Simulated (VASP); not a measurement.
These are HSE06 screened hybrid, VASP's PBE PAW potentials (set 64) (plane waves; VASP) values and carry that method's errors.

VASP input:

**KPOINTS**
```
Automatic
0
G
  1 1 1
```

INCAR:
```
SYSTEM  =  VC31Si31
PREC  =  Normal; ENCUT  =  400; LREAL  =  Auto
LASPH  =  T; ISYM  =  0; NELECT  =  262.0
EDIFF  =  1E-5; NELM  =  50; NELMIN  =  4
ALGO  =  Normal; LMAXMIX  =  4
ISMEAR  =  0; SIGMA  =  0.05
GGA  =  PE; LHFCALC  =  T; AEXX  =  0.25
HFSCREEN  =  0.2; PRECFOCK  =  Fast
ISIF  =  0
LWAVE  =  F; LCHARG  =  F
```

POSCAR:
```
VC31Si31
8.7583310
  1.0000000497   0.0000000000   0.0000000000
  0.0000000000   1.0000000497   0.0000000000
  0.0000000000   0.0000000000   1.0000000497
Si C V
31 31 1
direct
  0.4988475331   0.0030085973   0.0036249465
  0.7486350167   0.2511338265   0.0035412038
  0.7494685494   0.0002608783   0.2498385116
  0.9992939014   0.0005275364   0.0008085729
  0.2496945483   0.2479272520   0.9999405403
  0.4998346223   0.4999457440   0.9986050963
  0.7518564067   0.7499978357   0.9997506697
  0.2490940909   0.9989694231   0.2488132497
  0.4935620225   0.2553617071   0.2596574711
  0.7440775378   0.5069841025   0.2595975096
  0.4987458417   0.9973021936   0.4996064437
  0.7651800053   0.2340508122   0.5145459400
  0.7517663767   0.9990239537   0.7524394851
  0.9967185272   0.5009423739   0.0036544148
  0.2510502228   0.7487654361   0.9981672021
  0.9992187792   0.2503938162   0.2499405153
  0.2482518301   0.4990886645   0.2471812353
  0.5005947983   0.7514679864   0.2471384444
  0.0000224196   0.9998367116   0.5024874753
  0.2524471595   0.2466128768   0.5002508022
  0.7532571755   0.7475030119   0.5001851411
  0.2509572059   0.0005641332   0.7502808524
  0.4987889278   0.2485290732   0.7487856241
  0.7511631020   0.5007890649   0.7488299583
  0.0012145605   0.7507438802   0.2487653719
  0.0022779351   0.5009606226   0.4994304724
  0.2495818535   0.7500025506   0.5036951491
  0.0007894402   0.2480430924   0.7523070916
  0.2529797267   0.5008287816   0.7468530953
  0.4989285093   0.7467747715   0.7469926191
  0.9991711710   0.7486739615   0.7502736193
  0.6226934699   0.1295847429   0.1315714818
  0.8698776964   0.3772721057   0.1317123990
  0.8761892603   0.1233519178   0.3740665429
  0.1240031150   0.1250669230   0.1253102127
  0.3743899105   0.3763889754   0.1232746545
  0.6233244753   0.6256961034   0.1229070784
  0.8748921667   0.8756047673   0.1251963435
  0.3741937969   0.1187454715   0.3750560323
  0.8812560216   0.6259250851   0.3749860378
  0.6235739467   0.1220000361   0.6252299284
  0.8773605118   0.3759872815   0.6249353103
  0.8741016816   0.1258106787   0.8775100218
  0.1249593688   0.6258545381   0.1234292874
  0.3738428840   0.8749705698   0.1235581610
  0.1260714180   0.3733486730   0.3750783876
  0.3665099814   0.6331269648   0.3686278972
  0.6262904016   0.8736200073   0.3750838778
  0.1245879292   0.1244091899   0.6262972343
  0.3744489109   0.3686730374   0.6244505104
  0.6312836324   0.6255948690   0.6246712763
  0.8754036070   0.8752725305   0.6263525446
  0.3751470038   0.1246326816   0.8763104819
  0.6254129662   0.3742357901   0.8735712140
  0.8751163662   0.6244726612   0.8762265911
  0.1229148458   0.8770937493   0.3762956532
  0.1244982050   0.6246932380   0.6257428469
  0.3749168903   0.8750645093   0.6258220616
  0.1231078428   0.3759754803   0.8769001945
  0.3756040316   0.6241366027   0.8732825381
  0.6238304772   0.8767302967   0.8769267151
  0.1244778172   0.8752615210   0.8751181642
  0.4994605706   0.5011153298   0.4800675954
```

POTCAR, in this order: Si C V_sv (PBE.64 set). Program: vasp_gam. Read from the step before: WAVECAR.

Output

**OUTCAR**
```
 ion  position               nearest neighbor table
   1  0.499  0.003  0.004-  53 1.88  45 1.89  61 1.91  32 1.91   5 3.06   8 3.07  18 3.07   3 3.08
                             2 3.08  23 3.10  22 3.10  15 3.11  13 3.12   7 3.13
   2  0.749  0.251  0.004-  32 1.90  33 1.90  54 1.90  43 1.91  16 3.08   3 3.08   6 3.08  14 3.08
                             1 3.08   4 3.10  13 3.12  28 3.12  24 3.12  23 3.13
   3  0.749  0.000  0.250-  34 1.89  32 1.89  38 1.89  48 1.90   1 3.08   2 3.08  18 3.08   4 3.09
                            16 3.10  12 3.10   7 3.10  11 3.10  25 3.10  21 3.12  19 3.12
   4  0.999  0.001  0.001-  38 1.89  35 1.89  43 1.89  62 1.90  13 3.07  28 3.07  25 3.08   5 3.08
                             8 3.08   7 3.08   3 3.09  16 3.09   2 3.10  22 3.11  31 3.11  15 3.12
   5  0.250  0.248  1.000-  53 1.88  35 1.89  36 1.90  59 1.91   1 3.06  28 3.08  22 3.08   4 3.08
                             8 3.08  17 3.09  23 3.10  16 3.10   6 3.11   9 3.12  29 3.13  14 3.13
   6  0.500  0.500  0.999-  37 1.89  36 1.89  60 1.89  54 1.90  15 3.08   2 3.08  30 3.09  29 3.09
                            18 3.10  17 3.10  24 3.10  23 3.10   7 3.11   5 3.11  10 3.13   9 3.13
   7  0.752  0.750  1.000-  55 1.88  38 1.89  37 1.90  61 1.91  14 3.06  13 3.07  31 3.08   4 3.08
                            25 3.09  18 3.09  24 3.10   3 3.10   6 3.11  10 3.12  30 3.13   1 3.13
   8  0.249  0.999  0.249-  39 1.88  45 1.89  35 1.89  56 1.90   1 3.07  25 3.07   4 3.08   5 3.08
                            18 3.09  20 3.09  11 3.10  15 3.10   9 3.10  16 3.10  19 3.11  27 3.12
   9  0.494  0.255  0.260-  39 1.88  36 1.91  32 1.94  63 2.89  20 2.98  17 3.03  11 3.09   8 3.10
                            10 3.11   5 3.12   6 3.13
  10  0.744  0.507  0.260-  40 1.88  37 1.91  33 1.94  63 2.88  21 2.98  18 3.02  26 3.09  25 3.10
                             9 3.11   7 3.12   6 3.13
  11  0.499  0.997  0.500-  39 1.87  58 1.88  41 1.90  48 1.90  20 3.07  27 3.07  30 3.08  18 3.09
                             9 3.09  22 3.09  23 3.10   8 3.10   3 3.10  21 3.12  12 3.12  13 3.13
  12  0.765  0.234  0.515-  34 1.84  41 1.86  42 1.86  19 2.91  13 2.93  28 2.93   3 3.10  16 3.10
                            23 3.11  24 3.11  11 3.12  26 3.13
  13  0.752  0.999  0.752-  52 1.89  43 1.89  61 1.90  41 1.91  12 2.93   4 3.07   7 3.07  31 3.08
                            28 3.08  19 3.09  23 3.11   2 3.12  21 3.12   1 3.12  30 3.13  11 3.13
  14  0.997  0.501  0.004-  55 1.88  44 1.89  59 1.91  33 1.91   7 3.06  25 3.07  17 3.07  16 3.08
                             2 3.08  24 3.10  31 3.10  15 3.11  28 3.12   5 3.13
  15  0.251  0.749  0.998-  60 1.89  44 1.89  45 1.89  62 1.90   6 3.08  18 3.09  17 3.09  30 3.09
                            29 3.09  22 3.09  31 3.10  25 3.10   8 3.10   1 3.11  14 3.11   4 3.12
  16  0.999  0.250  0.250-  34 1.89  33 1.89  35 1.89  46 1.90  14 3.08   2 3.08  17 3.08   4 3.09
                             3 3.10  26 3.10  12 3.10   5 3.10   8 3.10  19 3.12  20 3.12
  17  0.248  0.499  0.247-  36 1.88  44 1.89  47 1.89  46 1.90  63 3.00   9 3.03  14 3.07  16 3.08
                            26 3.09   5 3.09  15 3.09  25 3.09   6 3.10  18 3.13  20 3.13  27 3.14
  18  0.501  0.751  0.247-  37 1.88  45 1.89  47 1.89  48 1.90  63 2.99  10 3.02   1 3.07   3 3.08
                            11 3.09  15 3.09   7 3.09   8 3.09   6 3.10  17 3.13  21 3.13  27 3.14
  19  0.000  1.000  0.502-  56 1.88  49 1.89  52 1.89  34 1.90  12 2.91  28 3.08  13 3.09  22 3.09
                            31 3.09  21 3.09  20 3.09  27 3.09   8 3.11  25 3.11  16 3.12   3 3.12
  20  0.252  0.247  0.500-  50 1.86  39 1.90  49 1.90  46 1.91   9 2.98  23 3.06  11 3.07  22 3.07
...
```

OSZICAR:
```
       N       E                     dE             d eps       ncg     rms          rms(c)
DAV:   1    -0.536408350619E+03   -0.53641E+03   -0.10480E+01   336   0.852E+00    0.149E+01
DAV:   2    -0.536631462932E+03   -0.22311E+00   -0.24845E+00   380   0.471E+00    0.113E+01
DAV:   3    -0.536827710729E+03   -0.19625E+00   -0.49407E+00   388   0.881E+00    0.897E+00
DAV:   4    -0.536789472495E+03    0.38238E-01   -0.87180E+00   364   0.806E+00    0.856E+00
DAV:   5    -0.537303736432E+03   -0.51426E+00   -0.12180E+01   380   0.135E+01    0.909E+00
DAV:   6    -0.537016002207E+03    0.28773E+00   -0.14350E+01   364   0.107E+01    0.108E+01
DAV:   7    -0.538165108661E+03   -0.11491E+01   -0.26138E+01   388   0.190E+01    0.115E+01
DAV:   8    -0.537172929636E+03    0.99218E+00   -0.18560E+01   364   0.134E+01    0.136E+01
DAV:   9    -0.539302623581E+03   -0.21297E+01   -0.48213E+01   388   0.252E+01    0.139E+01
DAV:  10    -0.537002077398E+03    0.23005E+01   -0.20020E+01   372   0.157E+01    0.151E+01
DAV:  11    -0.540031849757E+03   -0.30298E+01   -0.65680E+01   404   0.289E+01    0.151E+01
DAV:  12    -0.536706838465E+03    0.33250E+01   -0.19025E+01   372   0.166E+01    0.151E+01
DAV:  13    -0.539932442647E+03   -0.32256E+01   -0.66151E+01   404   0.289E+01    0.150E+01
DAV:  14    -0.536679585131E+03    0.32529E+01   -0.18464E+01   372   0.164E+01    0.147E+01
DAV:  15    -0.539684191467E+03   -0.30046E+01   -0.60941E+01   404   0.279E+01    0.147E+01
DAV:  16    -0.536754510579E+03    0.29297E+01   -0.19498E+01   372   0.161E+01    0.145E+01
DAV:  17    -0.539605908996E+03   -0.28514E+01   -0.58802E+01   396   0.275E+01    0.146E+01
DAV:  18    -0.536775295479E+03    0.28306E+01   -0.19531E+01   372   0.161E+01    0.145E+01
DAV:  19    -0.539623009690E+03   -0.28477E+01   -0.58932E+01   404   0.275E+01    0.145E+01
DAV:  20    -0.536780066418E+03    0.28429E+01   -0.19575E+01   372   0.161E+01    0.146E+01
DAV:  21    -0.539640600968E+03   -0.28605E+01   -0.59401E+01   396   0.277E+01    0.146E+01
DAV:  22    -0.536766902254E+03    0.28737E+01   -0.19572E+01   372   0.161E+01    0.146E+01
DAV:  23    -0.539637315988E+03   -0.28704E+01   -0.59337E+01   404   0.276E+01    0.146E+01
DAV:  24    -0.536775186321E+03    0.28621E+01   -0.19566E+01   372   0.161E+01    0.146E+01
DAV:  25    -0.539635028106E+03   -0.28598E+01   -0.59273E+01   396   0.276E+01    0.146E+01
DAV:  26    -0.536765342304E+03    0.28697E+01   -0.19551E+01   372   0.161E+01    0.146E+01
DAV:  27    -0.539629724673E+03   -0.28644E+01   -0.59203E+01   404   0.276E+01    0.146E+01
DAV:  28    -0.536774209273E+03    0.28555E+01   -0.19561E+01   372   0.161E+01    0.146E+01
DAV:  29    -0.539628430018E+03   -0.28542E+01   -0.59208E+01   396   0.276E+01    0.146E+01
DAV:  30    -0.536766806732E+03    0.28616E+01   -0.19560E+01   372   0.161E+01    0.146E+01
DAV:  31    -0.539629080222E+03   -0.28623E+01   -0.59172E+01   404   0.276E+01    0.146E+01
DAV:  32    -0.536774501123E+03    0.28546E+01   -0.19558E+01   372   0.161E+01    0.146E+01
DAV:  33    -0.539625097923E+03   -0.28506E+01   -0.59127E+01   396   0.276E+01    0.146E+01
DAV:  34    -0.536767097385E+03    0.28580E+01   -0.19558E+01   372   0.161E+01    0.146E+01
DAV:  35    -0.539625766876E+03   -0.28587E+01   -0.59103E+01   404   0.276E+01    0.146E+01
DAV:  36    -0.536775074849E+03    0.28507E+01   -0.19556E+01   372   0.161E+01    0.146E+01
DAV:  37    -0.539623410623E+03   -0.28483E+01   -0.59087E+01   396   0.276E+01    0.146E+01
DAV:  38    -0.536767254303E+03    0.28562E+01   -0.19557E+01   372   0.161E+01    0.146E+01
DAV:  39    -0.539624598712E+03   -0.28573E+01   -0.59080E+01   404   0.276E+01    0.146E+01
DAV:  40    -0.536775215079E+03    0.28494E+01   -0.19556E+01   372   0.161E+01    0.146E+01
DAV:  41    -0.539622642423E+03   -0.28474E+01   -0.59069E+01   396   0.276E+01    0.146E+01
DAV:  42    -0.536767160958E+03    0.28555E+01   -0.19556E+01   372   0.161E+01    0.146E+01
DAV:  43    -0.539623400186E+03   -0.28562E+01   -0.59057E+01   404   0.276E+01    0.146E+01
DAV:  44    -0.536775386418E+03    0.28480E+01   -0.19556E+01   372   0.161E+01    0.146E+01
DAV:  45    -0.539621772374E+03   -0.28464E+01   -0.59049E+01   396   0.276E+01    0.146E+01
DAV:  46    -0.536767195271E+03    0.28546E+01   -0.19556E+01   372   0.161E+01    0.146E+01
DAV:  47    -0.539622450681E+03   -0.28553E+01   -0.59038E+01   404   0.276E+01    0.146E+01
DAV:  48    -0.536775538473E+03    0.28469E+01   -0.19555E+01   372   0.161E+01    0.146E+01
DAV:  49    -0.539621149812E+03   -0.28456E+01   -0.59034E+01   396   0.276E+01    0.146E+01
DAV:  50    -0.536767221866E+03    0.28539E+01   -0.19555E+01   372   0.161E+01
   1 F= -.53676722E+03 E0= -.53676722E+03  d E =-.649437E-08
```

**OUTCAR**
```
------------------------ aborting loop EDIFF was not reached (unconverged)  ----------------------------
  volume of cell :      671.84
      direct lattice vectors                 reciprocal lattice vectors
     8.758331436  0.000000000  0.000000000     0.114176999  0.000000000  0.000000000
     0.000000000  8.758331436  0.000000000     0.000000000  0.114176999  0.000000000
     0.000000000  0.000000000  8.758331436     0.000000000  0.000000000  0.114176999
  FREE ENERGIE OF THE ION-ELECTRON SYSTEM (eV)
  ---------------------------------------------------
  free  energy   TOTEN  =      -536.7672218659 eV

  energy  without entropy=     -536.7672218594  energy(sigma->0) =     -536.76722186

  exchange ACFDT corr.  =         0.00000000  see jH, gK, PRB 81, 115126
```
(Selected blocks of OUTCAR.)

### stdout
```
...
DAV:  31    -0.539629080222E+03   -0.28623E+01   -0.59172E+01   404   0.276E+01    0.146E+01
DAV:  32    -0.536774501123E+03    0.28546E+01   -0.19558E+01   372   0.161E+01    0.146E+01
DAV:  33    -0.539625097923E+03   -0.28506E+01   -0.59127E+01   396   0.276E+01    0.146E+01
DAV:  34    -0.536767097385E+03    0.28580E+01   -0.19558E+01   372   0.161E+01    0.146E+01
DAV:  35    -0.539625766876E+03   -0.28587E+01   -0.59103E+01   404   0.276E+01    0.146E+01
DAV:  36    -0.536775074849E+03    0.28507E+01   -0.19556E+01   372   0.161E+01    0.146E+01
DAV:  37    -0.539623410623E+03   -0.28483E+01   -0.59087E+01   396   0.276E+01    0.146E+01
DAV:  38    -0.536767254303E+03    0.28562E+01   -0.19557E+01   372   0.161E+01    0.146E+01
DAV:  39    -0.539624598712E+03   -0.28573E+01   -0.59080E+01   404   0.276E+01    0.146E+01
DAV:  40    -0.536775215079E+03    0.28494E+01   -0.19556E+01   372   0.161E+01    0.146E+01
DAV:  41    -0.539622642423E+03   -0.28474E+01   -0.59069E+01   396   0.276E+01    0.146E+01
DAV:  42    -0.536767160958E+03    0.28555E+01   -0.19556E+01   372   0.161E+01    0.146E+01
DAV:  43    -0.539623400186E+03   -0.28562E+01   -0.59057E+01   404   0.276E+01    0.146E+01
DAV:  44    -0.536775386418E+03    0.28480E+01   -0.19556E+01   372   0.161E+01    0.146E+01
DAV:  45    -0.539621772374E+03   -0.28464E+01   -0.59049E+01   396   0.276E+01    0.146E+01
DAV:  46    -0.536767195271E+03    0.28546E+01   -0.19556E+01   372   0.161E+01    0.146E+01
DAV:  47    -0.539622450681E+03   -0.28553E+01   -0.59038E+01   404   0.276E+01    0.146E+01
DAV:  48    -0.536775538473E+03    0.28469E+01   -0.19555E+01   372   0.161E+01    0.146E+01
DAV:  49    -0.539621149812E+03   -0.28456E+01   -0.59034E+01   396   0.276E+01    0.146E+01
DAV:  50    -0.536767221866E+03    0.28539E+01   -0.19555E+01   372   0.161E+01

 -----------------------------------------------------------------------------
|                                                                             |
|           W    W    AA    RRRRR   N    N  II  N    N   GGGG   !!!           |
|           W    W   A  A   R    R  NN   N  II  NN   N  G    G  !!!           |
|           W    W  A    A  R    R  N N  N  II  N N  N  G       !!!           |
|           W WW W  AAAAAA  RRRRR   N  N N  II  N  N N  G  GGG   !            |
|           WW  WW  A    A  R   R   N   NN  II  N   NN  G    G                |
|           W    W  A    A  R    R  N    N  II  N    N   GGGG   !!!           |
|                                                                             |
|     The electronic self-consistency was not achieved in the given           |
|     number of steps (NELM). The forces and other quantities evaluated       |
|     might not be reliable so examine the results carefully. If you find     |
|     spurious results, we suggest increasing NELM, if you were close to      |
|     convergence or switching to a different ALGO or adjusting the           |
|     density mixing parameters otherwise.                                    |
|                                                                             |
 -----------------------------------------------------------------------------

   1 F= -.53676722E+03 E0= -.53676722E+03  d E =-.649437E-08
```

Convergence was not reached.

The cell is charged, with a uniform compensating background. The supercell is sampled at Γ alone, which is coarse: total energies, pressure and levels can be off, energies of defects by several tenths of an eV.

The cell is a supercell with a defect, built from SiC (zinc blende): V_Si-vac_C, charge -1. The cell's shape comes from a PBE relaxation. The run is not spin-polarised, so no magnetic state was tried. The run is not spin-polarised, so no state with unpaired spins was tried.
